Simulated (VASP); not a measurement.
The system is KCl.

```
CELL_PARAMETERS angstrom
0.00000 3.14187 3.14187
3.14187 0.00000 3.14187
3.14187 3.14187 0.00000
ATOMIC_POSITIONS crystal
K 0.00000 0.00000 0.00000
Cl 0.50000 0.50000 0.50000
```

The cell is a database's computed one.

| Property | Result |
| --- | --- |
| Program | VASP 6.6.1 |
| Task | relaxation of cell and atoms |
| Functional | PBE |
| Potentials or basis | VASP PAW PBE potentials, release 64 (K_sv, Cl) |
| Cutoff | 600 eV |
| k mesh | 6 × 6 × 6 |
| Occupations | gaussian, width 0.02 eV |
| Spin | no spin polarisation |

At the start: pressure 0.9 GPa; volume 31.01 Å³/atom.

Q: How do energy, volume and symmetry change on relaxing?

A: Over 3 steps the energy falls by 4.2 meV/atom and the volume is 32.58 Å³/atom (+5.0 %); space group Fm-3m (No. 225, to 0.05 Å).

Step by step:
| step | energy change (eV) | largest force (eV/Å) | pressure (GPa) | volume (Å³) |
| --- | --- | --- | --- | --- |
| 1 | 0.0000 | 0.0000 | 0.91 | 62.03 |
| 2 | -0.0065 | 0.0000 | 0.41 | 63.62 |
| 3 | -0.0084 | 0.0000 | -0.01 | 65.15 |

Final structure:
```xyz
2
Lattice="0.0000 3.1938 3.1938 3.1938 0.0000 3.1938 3.1938 3.1938 0.0000" Properties=species:S:1:pos:R:3 pbc="T T T"
K     0.0000    0.0000    0.0000
Cl    3.1938    3.1938    3.1938
```
